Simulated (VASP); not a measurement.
VASP runs on TlSnF3 (space group Pm-3m) share one base input (PBE GGA, plane waves, VASP's PBE PAW potentials (set 64)) and change the settings named in each case.

**POSCAR**
```
TlSnF3
1
    4.3668530000     0.0000000000     0.0000000000
    0.0000000000     4.3668530000     0.0000000000
    0.0000000000     0.0000000000     4.3668530000
Tl Sn F
1 1 3
Direct
  0.0000000000   0.0000000000   0.0000000000
  0.5000000000   0.5000000000   0.5000000000
  0.0000000000   0.5000000000   0.5000000000
  0.5000000000   0.5000000000   0.0000000000
  0.5000000000   0.0000000000   0.5000000000
```

### KPOINTS
```
Automatic mesh
0
Gamma
5 5 5
0 0 0
```

### INCAR
```
ALGO = Normal
EDIFF = 1E-6
ENCUT = 400
GGA = PE
ISIF = 2
ISMEAR = 0
LASPH = .True.
LCHARG = .False.
LMAXMIX = 4
LREAL = .False.
LWAVE = .False.
NELM = 100
PREC = Accurate
SIGMA = 0.05
SYSTEM = TlSnF3
```

POTCAR, in this order: Tl_d Sn_d F (PBE.64 set). Program: vasp_std.

```csv
change,E(σ→0) (eV/atom),pressure (GPa),−TS (eV)
base run,-4.1300,10.09,0.0000
"GGA removed, POTCAR Tl_d Sn_d F (LDA.64 set)",-4.7436,2.47,0.0000
"GGA_COMPAT = .FALSE., LNONCOLLINEAR = .TRUE., LSORBIT = .TRUE., MAGMOM = 0.0 0.0 0.0 0.0 0.0 0.0 0.0 0.0 0.0 0.0 0.0 0.0 0.0 0.0 0.0, program vasp_ncl",-4.1731,9.69,0.0000
KPOINTS 4×4×4 Γ-centred mesh,-4.1228,10.55,-0.0017
```
 Energies of different potentials or functionals have different zeros.  Unless said otherwise, spin-orbit coupling is left out, though it shifts the bands of the heavy elements here. At 400 eV the pressure can carry a Pulay error.

Left out are runs that ran out of time, are held back, or changed the cell or the kind of run, fixed moments of cells without a moment, rows past the twelfth, gaps on odd meshes, pressures of charged cells and columns that move by less than the noise.

The structure was generated: TlSnF3 was put into an ordered model structure, which need not be its known phase. The cell was not relaxed at this level.
